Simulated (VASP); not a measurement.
Here is the system:

```yaml
crystal:
  lattice:
    - [0.00000, 3.51012, 3.51012]
    - [3.51012, 0.00000, 3.51012]
    - [3.51012, 3.51012, 0.00000]
  atoms:
    - { symbol: K, position: [0.00000, 0.00000, 0.00000] }
    - { symbol: I, position: [0.50000, 0.50000, 0.50000] }
```

Computed with PBEsol GGA, VASP's PBE PAW potentials (set 64) (plane waves; VASP 6.6.1). Settings: 480 eV cut-off, 6×6×6 Γ-centred mesh, Gaussian smearing of 0.050 eV, potentials K_sv I.

Unless said otherwise, spin-orbit coupling is left out, though it shifts the bands of the heavy elements here.

**Question.** Estimate the energy per atom (σ→0), band gap (on the k-mesh) with the smallest direct gap where there is one.

**Answer.** 
```yaml
band gap (on the k-mesh): 3.86 eV
smallest direct gap (on the k-mesh): 3.86 eV
energy per atom (σ→0): -280.6 kJ/mol of atoms
```

Only differences to runs with the same potentials and settings are physical.

The compound is KI in the rock salt structure. It was relaxed first.
